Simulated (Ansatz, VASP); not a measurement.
## Ir4Ru in VASP and in Ansatz

File INCAR:

```
  ALGO = Normal
  EDIFF = 1E-7
  ENCUT = 520
  GGA = PE
  ISIF = 2
  ISMEAR = 0
  LASPH = True
  LCHARG = True
  LELF = True
  LREAL = False
  LVHAR = True
  LWAVE = False
  NBANDS = 33
  NELM = 60
  PREC = Accurate
  SIGMA = 0.1
```

The input KPOINTS:

```
k-points
0
Gamma
  6 6 6
```

POSCAR

```
Ir4Ru
1.0
   -3.0488511000      3.0488511000      1.9283580000
    3.0488511000     -3.0488511000      1.9283580000
    3.0488511000      3.0488511000     -1.9283580000
Ru Ir
1 4
Direct
    0.5000000000      0.5000000000      0.0000000000
    0.8987010000      0.7011180000      0.5998190000
    0.2988820000      0.8987010000      0.1975830000
    0.7011180000      0.1012990000      0.8024170000
    0.1012990000      0.2988820000      0.4001810000
```

Input for Ansatz:

```yaml
crystal:
  lattice:
    - [-3.0488511, 3.0488511, 1.928358]
    - [3.0488511, -3.0488511, 1.928358]
    - [3.0488511, 3.0488511, -1.928358]
  atoms:
    - { symbol: Ru, position: [0.5, 0.5, 0.0] }
    - { symbol: Ir, position: [0.898701, 0.701118, 0.599819] }
    - { symbol: Ir, position: [0.298882, 0.898701, 0.197583] }
    - { symbol: Ir, position: [0.701118, 0.101299, 0.802417] }
    - { symbol: Ir, position: [0.101299, 0.298882, 0.400181] }
basis:
  ecutwfc: 420
kpoints:
  mp_grid: { grid: [6, 6, 6] }
hamiltonian:
  xc: pbe
scf:
  occupations: { method: gaussian, width: 0.1 }
  lower_state_search: "off"
output:
  forces: true
  stress: true
  eigenvalues: true
```

Alike in both runs: task single point; functional PBE; k mesh 6 × 6 × 6; occupations gaussian, width 0.1 eV; no spin polarisation.

|  | VASP | Ansatz |
| --- | --- | --- |
| version | VASP 6.6.1 | Ansatz 0.2.0 |
| potentials or method | VASP PAW PBE potentials, release 64 (Ru_pv, Ir) | scalar-relativistic, plane waves, PAW |
| plane-wave cutoff (eV) | 520 | 420 |
| valence electrons in the cell | 50 | 84 |

|  | VASP | Ansatz | Ansatz less VASP |
| --- | --- | --- | --- |
| gap on the k mesh at the Fermi level (eV) | none | none | - |
| pressure (GPa) | 0.3 | 0.0 | -0.35 |
| largest component of the traceless stress (GPa) | 0.12 | 0.12 | +0.007 |
| rms of the force components (eV/Å) | 0.017 | 0.010 | -0.0064 |

Atom by atom the forces differ by 0.006 eV/Å (rms over components). A gap of «none» marks a metal or a gap that the smearing closes. The functional is the same, so the differences come from potentials, cutoffs and numerics. The two sets of potentials don't hold the same shells in valence.

Spin-orbit coupling is left out, which matters for the levels of Ir.
